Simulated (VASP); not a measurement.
VASP ran on this input.

### POSCAR
```
HgS
1
   -0.0000000000     3.0306608815     3.0306608815
    3.0306608815     0.0000000000     3.0306608815
    3.0306608815     3.0306608815     0.0000000000
Hg S
1 1
Direct
  0.0000000000   0.0000000000   0.0000000000
  0.2500000000   0.2500000000   0.2500000000
```

### INCAR
```
ENCUT  =  520   # plane-wave cut-off (eV)
LREAL  =  .False.   # projection in real space or not
SYSTEM  =  HgS
GGA  =  RE   # revPBE
IBRION  =  2   # conjugate gradients
EDIFF  =  1E-6
ISMEAR  =  1
EDIFFG  =  -0.01   # ionic stop
LMAXMIX  =  6   # l cut-off of mixed one-centre charges
ISIF  =  3   # ions, shape and volume
ALGO  =  Normal   # blocked Davidson
NSW  =  60   # most ionic steps
PREC  =  Accurate
LWAVE  =  .False.
LASPH  =  .True.   # aspherical one-centre terms
LCHARG  =  .False.
NELM  =  100   # most electronic steps
SIGMA  =  0.1   # width (eV)
```

### KPOINTS
```
Automatic mesh
0
Gamma
9 9 9
0 0 0
```

POTCAR, in this order: Hg S (PBE.64 set). Program: vasp_std.

Problem. Translate this revPBE calculation to Ansatz.

Solution. One equivalent input (not run):
Ansatz 0.2 input:
```yaml
crystal:
  lattice:
    - [0.0000000, 3.0306609, 3.0306609]
    - [3.0306609, 0.0000000, 3.0306609]
    - [3.0306609, 3.0306609, 0.0000000]
  atoms:
    - { symbol: Hg, position: [0.0000000, 0.0000000, 0.0000000] }
    - { symbol: S, position: [0.2500000, 0.2500000, 0.2500000] }
kpoints:
  mp_grid: { grid: [9, 9, 9] }
hamiltonian:
  xc: revpbe
  pseudopotentials: { kind: paw }
scf:
  occupations: { method: methfessel_paxton, width: 0.1 }
  max_iter: 100
relax:
  max_steps: 60
  f_tol: 0.01
  cell: {}
output: { forces: true, stress: true, eigenvalues: true }
```
What does not carry over: each code has its own PAW files, so the cut-off isn't converted (ENCUT is set for VASP's; basis.ecutwfc is left out, and Ansatz then takes the one that its files recommend); Ansatz stops its SCF on the density residual and VASP on the energy change (EDIFF).

The compound is HgS in the zinc blende structure, metacinnabar; cinnabar is the stable form. It was relaxed first, which changed the volume by +11 %. The start is the result of an earlier pass.
